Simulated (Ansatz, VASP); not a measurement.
# C (Diamond) in two plane-wave programs, part 2 of 2

Aim: how closely do two programs agree when they are given the same cell, functional and k mesh? The cell is taken from a series of runs on this material, whose earlier steps may have relaxed, scaled, displaced or heated it; both programs get it as it stands.

VASP 6.6.1 and Ansatz 0.2.0.

So far: Starting point; VASP: zone-centre phonons, LDA, pair 1.

### Step 3. Ansatz: zone-centre phonons, LDA, pair 1

Level of this step: Ansatz beside VASP: Kohn-Sham DFT, plane waves, LDA (Ansatz).

Ansatz runs on its default PAW (the set named soft_2) files.

The same cell, functional (in two slightly different forms) and mesh now go to Ansatz, which takes its cutoff from its data sets.

input.yaml

```yaml
crystal:
  lattice:
    - [0.0, 1.7570045276, 1.7570045276]
    - [1.7570045276, 0.0, 1.7570045276]
    - [1.7570045276, 1.7570045276, 0.0]
  atoms:
    - { symbol: C, position: [0.0, 0.0, 0.0] }
    - { symbol: C, position: [0.25, 0.25, 0.25] }
kpoints:
  mp_grid: { grid: [10, 10, 10] }
hamiltonian:
  xc: lda
scf:
  occupations: { method: fixed }
output:
  eigenvalues: true
phonons:
  method: dfpt
  dielectric: true
  rigid_motions: translations
```

Launch:

```bash
$ ansatz run input.yaml --threads 4 --pin off --max-ram 15360MiB --backend cpu --events-out ev --progress --plain --runs-dir out
```

Numbers of over 12 decimals in the logs are rounded to 6 here.

The program printed:

```text
Engine: ansatz 0.2.0, aarch64-unknown-linux-gnu
Pseudopotentials: kind: paw
Pseudopotential: C, paw, valence charge 4, recommended cutoff 420 eV (normal), C.paw.azcp
Functional definition: SPW92
  exchange = slater_x
  correlation = pw_c
Crystal: 2 atoms, lattice volume = 10.848 Å³
Basis set: ecut = 420 eV, 181 PW (Γ), exchange–correlation on 40×40×40 points (8 copies of the dense FFT grid, shifted against one another)
Bands: 8, of which v1, the nominal top of the filled ones, is band 4 counted from 1 (3 counted from 0)
Symmetry: 48 space group operations
k-points: 171 of 1000 (irreducible under 4 space group operations, time reversal used)
Non-local potential: C, projectors of the file, l = 0: 2, l = 1: 2, l = 2: 1
PAW form: soft (Blöchl's): semilocal exchange-correlation on the pseudo side does not see the compensation charge
PAW frozen core: C, regenerated for the run's functional, and the local potential with it (the file was generated under x = pbe(κ = 0.804, μ = 0.219515), c = pbe(β = 0.066725))
PAW one-centre angular grid: C, 110 points (default); XC on 64 Gauss nodes
Initial density: superposition of atomic densities (neutral atoms: chi_scale 0, normalization atom), corrected by the library's trained network
Initial wavefunctions: pseudopotential atomic-orbital guess
Functional: x = slater, c = lda
SCF iter   1: F=—  HF=-485.982286 eV  |F-HF|=—  |Δ(HF+E_count)|=         —  Δρ=7.70e-3  dr2=2.51e-3  ethr=1.77e-3  ⟨swp⟩=3.9  Hψ=8129  notcnv=0  defer=278
preconditioner: auto → none  [insulator: Δε(μ)=4.229 eV  Ē_g=20.144 eV  n_scr=0 (ndim 8)  ℏωp=31.9 eV  f_vac=0.000  ε∞_Penn≈3.5]
SCF iter   2: F=—  HF=-485.981639 eV  |F-HF|=—  |Δ(HF+E_count)|=   6.47e-4  Δρ=3.63e-3  dr2=5.15e-4  ethr=3.14e-5  ⟨swp⟩=1.3  Hψ=2780  notcnv=0  defer=282
SCF iter   3: F=—  HF=-485.981496 eV  |F-HF|=—  |Δ(HF+E_count)|=   1.43e-4  Δρ=1.20e-4  dr2=7.05e-7  ethr=6.44e-6  ⟨swp⟩=1.6  Hψ=1493  notcnv=0  defer=337
SCF iter   4: F=—  HF=-485.981496 eV  |F-HF|=—  |Δ(HF+E_count)|=   5.73e-7  Δρ=2.39e-5  dr2=3.42e-8  ethr=8.81e-9  ⟨swp⟩=2.2  Hψ=1997  notcnv=0
SCF iter   5: F=—  HF=-485.981496 eV  |F-HF|=—  |Δ(HF+E_count)|=   1.16e-9  Δρ=1.03e-5  dr2=9.82e-9  ethr=4.28e-10  ⟨swp⟩=2.0  Hψ=2052  notcnv=0
SCF iter   6: F=—  HF=-485.981496 eV  |F-HF|=—  |Δ(HF+E_count)|=   3.41e-9  Δρ=4.21e-6  dr2=1.67e-9  ethr=1.23e-10  ⟨swp⟩=2.0  Hψ=1962  notcnv=0
SCF iter   7: F=-485.981496 eV  HF=-485.981496 eV  |F-HF|=2.29e-11  |Δ(HF+E_count)|=  6.92e-10  Δρ=6.53e-7  dr2=4.02e-11  ethr=1.25e-12  ⟨swp⟩=5.3  Hψ=7988  notcnv=0
SCF 1 converged in 7 iterations: F = -485.981496 eV  dr2 = 4.02e-11
  greatest PAW one-centre occupation: 0.643 electrons in one spin orbital (limit 2), on the C atom at site 1 (counted from 0), in its partial waves of l = 0
NSCF: frozen V_eff on 2 k-points
DFPT response loops at Γ: preconditioner auto → none (the input reference at scf.mixing.eps_inf says where Resta's filter doesn't serve); β = 0.50; Broyden in place of MSR1
── the response to a field inside a basis, on 10×10×10 k-points: an SCF that follows is theirs, and a resumed run solves both again ──
Bands: 5, of which v1, the nominal top of the filled ones, is band 4 counted from 1 (3 counted from 0)
k-points: 110 of 1000 (irreducible under 12 space group operations)
Initial density: handed on by an earlier stage of this run
Initial wavefunctions: pseudopotential atomic-orbital guess (no wavefunctions were taken with the density)
Eigensolver: Dense (110 Hₖ)
SCF iter   1: F=—  HF=-485.987793 eV  |F-HF|=—  |Δ(HF+E_count)|=         —  Δρ=9.77e-4  dr2=1.47e-5  ethr=1.00e-1
preconditioner: auto → none  [insulator: Δε(μ)=4.543 eV  Ē_g=16.308 eV  n_scr=0 (ndim 8)  ℏωp=31.9 eV  f_vac=0.000  ε∞_Penn≈4.8]
SCF iter   2: F=—  HF=-485.987796 eV  |F-HF|=—  |Δ(HF+E_count)|=   2.93e-6  Δρ=4.78e-4  dr2=3.20e-6  ethr=1.83e-7
SCF iter   3: F=-485.987797 eV  HF=-485.987797 eV  |F-HF|=6.50e-9  |Δ(HF+E_count)|=   1.50e-6  Δρ=2.49e-5  dr2=8.87e-9  ethr=4.00e-8
SCF 1 converged in 3 iterations: F = -485.987797 eV  dr2 = 8.87e-9
  greatest PAW one-centre occupation: 0.644 electrons in one spin orbital (limit 2), on the C atom at site 1 (counted from 0), in its partial waves of l = 0
DFPT response loops at Γ: mixed as the last ones told, above
SCF converged after 7 iterations
Free energy (F): -485.981496 eV
Harris-Foulkes:  -485.981496 eV  (|F-HF|=2.29e-11)
Internal energy: -485.981496 eV  (E = F + TS)
E sigma→0 (E₀):  -485.981496 eV
Fermi energy:    13.881031 eV
--- Per-component energies (eV) ---
  E_band       = 37.536429
  E_kinetic    = 187.580350
  E_local      = -121.145940  (includes V_loc(G=0)·N_el)
  E_nonlocal   = 55.991750
  E_hartree    = 25.958640
  E_xc         = -97.492518
  E_vxc        = -121.397804  (∫ρ·V_xc dr)
  E_paw        = -183.816618  (= ΣΔE_a)
  E_vpaw       = -15.409166  (= ΣTr[D̂ρ^β])
  E_aug_tail   = 0.000018  (compensation charges beyond the density's cutoff)
  E_ewald      = -353.182844
  E_core_change = 0.125665  (= ΣΔE_core)
  E_smearing   = -0.000000  (= −TS)
  E_closure    = 0.000000  (closes the sum)
  Σ components = -485.981496   (vs F -485.981496, Δ=0.00e0)
--- Band table (eV; the first three rows and the last of 171) ---
  k-point 0: bands = ["-8.0534", "13.8810", "13.8810", "13.8810", "19.5475", "19.5475", "19.5475", "28.4060"]
  k-point 1: bands = ["-7.7687", "12.1586", "13.4112", "13.4112", "20.1571", "20.1571", "20.5673", "28.5458"]
  k-point 2: bands = ["-6.9186", "8.8775", "12.4962", "12.4962", "21.3248", "21.3248", "21.9610", "28.9226"]
  k-point 170: bands = ["0.6152", "2.3197", "4.9005", "6.5680", "23.3532", "24.6971", "27.3684", "27.6155"]
--- Phonons (Γ-DFPT): 1 representative perturbation + reference, on 171 of 1000 k-points (Σ response iterations 3) ---
  k mesh reduced under 4 symmetry operations, with k and −k counted as one. Each operation leaves every solved perturbation unchanged. A smaller set is not considered because the run solves the response to a homogeneous field
  ASR residual: 2.596e-4 → 0.000e0 eV/Å²; symmetrization residual: 4.263e-14 eV/Å²
  ASR residual per site (eV/Å²): 2.60e-4 2.60e-4
  Γ frequencies (cm⁻¹): 0.00 0.00 0.00 1343.84 1343.84 1343.84
  ε∞ (high-frequency dielectric tensor):
        5.744804    -0.000000     0.000000
       -0.000000     5.744804     0.000000
        0.000000     0.000000     5.744804
  ε⁰ (static dielectric tensor: ions relaxed, cell fixed):
        5.744804    -0.000000     0.000000
       -0.000000     5.744804     0.000000
        0.000000     0.000000     5.744804
  ε⁰ − ε∞ (ionic part):
        0.000000     0.000000     0.000000
        0.000000     0.000000     0.000000
        0.000000     0.000000     0.000000
  softest optical mode at Γ: 1343.84 cm⁻¹; the repairs (sum rule, projections) moved no ω² at Γ by more than (2.42 cm⁻¹)²
  Born effective charges Z* (e; rows j = field, columns β = displacement):
    site 0:
         0.00000   -0.00000    0.00000
         0.00000    0.00000    0.00000
         0.00000   -0.00000    0.00000
    site 1:
         0.00000    0.00000   -0.00000
        -0.00000    0.00000   -0.00000
        -0.00000    0.00000    0.00000
  Z* charge neutrality: 4.356e-4 e pre-enforcement
  solved inside a basis spanned on kpoints, on 10×10×10 k-points, its susceptibility summed on 14×14×14: ε∞ is read to err by 1.6e-2, Z* by 4.3e-3 e (field_mesh: kpoints solves on kpoints)
  optical modes at Γ without the LO–TO term, one row a degenerate level:
      ω (cm⁻¹)  modes    IR ((D/Å)²/amu)
       1343.84      3             0.0000
  optical modes at Γ + LO–TO along q̂ = [1.0000, 0.0000, 0.0000]:
      ω (cm⁻¹)  modes    IR ((D/Å)²/amu)
       1343.84      3             0.0000
  optical modes at Γ + LO–TO along q̂ = [0.0000, 1.0000, 0.0000]:
      ω (cm⁻¹)  modes    IR ((D/Å)²/amu)
       1343.84      3             0.0000
  optical modes at Γ + LO–TO along q̂ = [0.0000, 0.0000, 1.0000]:
      ω (cm⁻¹)  modes    IR ((D/Å)²/amu)
       1343.84      3             0.0000
```

### Step 4. Side by side

Known differences besides the potentials themselves: fixed occupations in Ansatz, narrow Gaussian smearing in VASP; VASP's response is taken on the typed mesh, Ansatz refines its own for the field response alone; the cutoff is 420 eV in Ansatz and 600 eV in VASP; VASP's log shows a relativistic correction to its local exchange, Ansatz's none. Total energies have different zeros and are not compared.

The two programs side by side:

```
                                    quantity  Ansatz    VASP  difference
                                       ε∞ xx    5.74    5.75     -0.04 %
                                       ε∞ yy    5.74    5.75     -0.04 %
                                       ε∞ zz    5.74    5.75     -0.04 %
Born charge of C1 (mean of the diagonal) (e)    0.00    0.00        0.00
                  optical mode 1 to 3 (cm⁻¹)  1343.8  1346.5     -0.20 %
```

Modes are paired by rising frequency, not by their patterns, so a pair may set unlike modes beside each other; they are those without the splitting of longitudinal modes.

### Step 5. Ansatz: zone-centre phonons, LDA, pair 2

Second derivatives magnify differences that forces hide, and they need a tight electronic threshold. The cell compared in this pair holds 11.18 Å³, against 10.85 Å³ for the pair before.

The cell is taken from a series of runs on this material, whose earlier steps may have relaxed, scaled, displaced or heated it; both programs get it as it stands.

input.yaml, the sections that differ from step 3:

```yaml
crystal:
  lattice:
    - [0.0, 1.7746640479, 1.7746640479]
    - [1.7746640479, 0.0, 1.7746640479]
    - [1.7746640479, 1.7746640479, 0.0]
  atoms:
    - { symbol: C, position: [0.0, 0.0, 0.0] }
    - { symbol: C, position: [0.25, 0.25, 0.25] }
# kpoints, hamiltonian, scf, output, phonons: as in step 3
```

The program printed:

```text
[...]
Crystal: 2 atoms, lattice volume = 11.178 Å³
Basis set: ecut = 420 eV, 229 PW (Γ), exchange–correlation on 40×40×40 points (8 copies of the dense FFT grid, shifted against one another)
Bands: 8, of which v1, the nominal top of the filled ones, is band 4 counted from 1 (3 counted from 0)
Symmetry: 48 space group operations
k-points: 171 of 1000 (irreducible under 4 space group operations, time reversal used)
[...]
ω (cm⁻¹)  modes    IR ((D/Å)²/amu)
       1303.56      3             0.0000
  optical modes at Γ + LO–TO along q̂ = [1.0000, 0.0000, 0.0000]:
      ω (cm⁻¹)  modes    IR ((D/Å)²/amu)
       1303.56      3             0.0000
  optical modes at Γ + LO–TO along q̂ = [0.0000, 1.0000, 0.0000]:
      ω (cm⁻¹)  modes    IR ((D/Å)²/amu)
       1303.56      3             0.0000
  optical modes at Γ + LO–TO along q̂ = [0.0000, 0.0000, 1.0000]:
      ω (cm⁻¹)  modes    IR ((D/Å)²/amu)
       1303.56      3             0.0000
[key lines of the parts left out:]
SCF converged after 6 iterations
Free energy (F): -485.981621 eV
Fermi energy:    13.326636 eV
```

### Step 6. VASP: zone-centre phonons, LDA, pair 2

The same cell, functional (in two slightly different forms) and mesh now go to VASP, with its own data sets.

INCAR

```
SYSTEM = C
PREC = Accurate
ENCUT = 600
EDIFF = 1E-08
NELM = 120
ISMEAR = 0
SIGMA = 0.01
LREAL = .FALSE.
ALGO = Normal
GGA = PW92
NBANDS = 10
LORBIT = 11
LWAVE = .FALSE.
LCHARG = .FALSE.
ISIF = 2
IBRION = 8
LEPSILON = .TRUE.
LASPH = .TRUE.
GGA_COMPAT = .FALSE.
EFERMI = MIDGAP
KPAR = 2
```

POSCAR

```
C
1.0
    0.0000000000      1.7746640479      1.7746640479
    1.7746640479      0.0000000000      1.7746640479
    1.7746640479      1.7746640479      0.0000000000
C
2
Direct
    0.0000000000      0.0000000000      0.0000000000
    0.2500000000      0.2500000000      0.2500000000
```

KPOINTS

```
Automatic mesh
0
Gamma
10 10 10
0 0 0
```

PAW data sets: C (LDA family, release 64).

Launch:

```bash
$ mpirun -np 2 vasp_std
```

The program printed:

```text
[banner, memory and clock lines left out]
running    2 mpi-ranks, on    1 nodes
[...]
[... a notice as in an earlier step ...]

 LDA part: xc-table for (Slater(with rela. corr.)+PW92), standard interpolation
 POSCAR, INCAR and KPOINTS ok, starting setup
[...]
entering main loop
       N       E                     dE             d eps       ncg     rms          rms(c)
DAV:   1    -0.955112837159E+00   -0.95511E+00   -0.53161E+03   948   0.889E+02
DAV:   2    -0.206873634611E+02   -0.19732E+02   -0.19090E+02  1254   0.131E+02
DAV:   3    -0.211099712265E+02   -0.42261E+00   -0.42157E+00  1128   0.155E+01
DAV:   4    -0.211108171592E+02   -0.84593E-03   -0.84590E-03  1034   0.842E-01
[...]
DAV:  11    -0.202759341806E+02    0.70807E-07   -0.64885E-08  1082   0.209E-03    0.751E-04
DAV:  12    -0.202759341698E+02    0.10752E-07   -0.15697E-09   572   0.394E-04    0.143E-04
DAV:  13    -0.202759341677E+02    0.21761E-08   -0.95553E-11   488   0.104E-04
   1 F= -.20275934E+02 E0= -.20275934E+02  d E =0.000000E+00
[...]
RMM:   9    -0.156579182337E+00    0.12069E-06    0.11181E-10  1455   0.212E-05    0.216E-06
 change of polarisation eV/A/(eV/A) component  3 :     0.011     0.062     0.296
 dielectric tensor                  component  3 :     0.171     0.996     5.789
 Linear response DOF=           1
 Linear response progress:
  Degree of freedom:   1/  1
       N       E                     dE             d eps       ncg     rms          rms(c)
RMM:   1    -0.119566094862E+00   -0.11957E+00   -0.18617E-02  8079   0.207E+00
RMM:   2    -0.110501791535E+00    0.90643E-02   -0.42995E-03  5211   0.402E-01    0.186E-01
RMM:   3    -0.110506407921E+00   -0.46164E-05   -0.45056E-04  5174   0.110E-01    0.102E-01
RMM:   4    -0.111283517976E+00   -0.77711E-03   -0.42145E-04  5056   0.113E-01    0.132E-02
[...]
RMM:   8    -0.111217473511E+00    0.97891E-07    0.19232E-09  5690   0.412E-05    0.982E-06
RMM:   9    -0.111217353329E+00    0.12018E-06    0.21275E-08  5872   0.161E-05    0.142E-06
RMM:  10    -0.111217355647E+00   -0.23181E-08   -0.15070E-08  4728   0.504E-06    0.147E-07
 first order change of Fermi-energy  -0.51638E+01
 force on displaced ion       1 direction 1 : -37.701   0.000   0.000
 Born effective charge ion    1 direction 1 :  -0.001   0.000   0.000
 Born effective charges drift removed
 Linear response finished
```

Parts of OUTCAR (step 6):

```text
  Total       -0.4708913     -0.4708913     -0.4708913      0.0000000      0.0000000      0.0000000
  in kB      -67.4920788    -67.4920788    -67.4920788      0.0000000      0.0000000      0.0000000
  external PRESSURE =     -67.4920788 kB  Pullay stress =       0.0000000 kB

 POSITION                                       TOTAL-FORCE (eV/Angst)
 -----------------------------------------------------------------------------------
      0.00000      0.00000      0.00000        -0.000000      0.000000     -0.000000
      0.88733      0.88733      0.88733         0.000000     -0.000000      0.000000
 -----------------------------------------------------------------------------------
    total drift:                                0.000000      0.000000      0.000000

 MACROSCOPIC STATIC DIELECTRIC TENSOR (including local field effects in DFT)
 ------------------------------------------------------
           5.788993     0.000000     0.000000
           0.000000     5.788993     0.000000
          -0.000000    -0.000000     5.788993
 ------------------------------------------------------

 MACROSCOPIC STATIC DIELECTRIC TENSOR IONIC CONTRIBUTION
 ------------------------------------------------------
           0.000000     0.000000     0.000000
           0.000000     0.000000     0.000000
           0.000000     0.000000     0.000000
 ------------------------------------------------------

[... 1 part as in an earlier step ...]

[... 1 further part left out ...]
```

### Step 7. Differences

Both answers:

```
                                    quantity  Ansatz    VASP  difference
                                       ε∞ xx    5.79    5.79     -0.04 %
                                       ε∞ yy    5.79    5.79     -0.04 %
                                       ε∞ zz    5.79    5.79     -0.04 %
Born charge of C1 (mean of the diagonal) (e)    0.00    0.00        0.00
                  optical mode 1 to 3 (cm⁻¹)  1303.6  1306.6     -0.23 %
```

Modes are paired by rising frequency, not by their patterns, so a pair may set unlike modes beside each other; they are those without the splitting of longitudinal modes.

### Step 8. What came out

```json
{"r.m.s. difference of the optical zone-centre modes, each program's sorted by frequency (zone-centre phonons, LDA, pair 1)": "2.7 cm⁻¹", "r.m.s. difference of the optical zone-centre modes, each program's sorted by frequency (zone-centre phonons, LDA, pair 2)": "3.0 cm⁻¹"}
```

What this shows: The r.m.s. difference of the optical zone-centre modes, each program's sorted by frequency is 2.7 cm⁻¹ (zone-centre phonons, LDA, pair 1). Such differences can come from data sets, numerical settings and the points named under the comparisons, not from the functional's error against experiment.

[Lines on the potential files, build, host, timing and source positions are cut from VASP's logs without a mark.]

[Logs are printed without paths, hosts, clocks, repeated set-up lines and the standing remarks that a program may print on its own settings, such as how far it seeks lower states.]

[Hosts, paths, dates, database ids (printed as entryN), source tags and the programs' standing remarks are cut or masked in the printed files.]
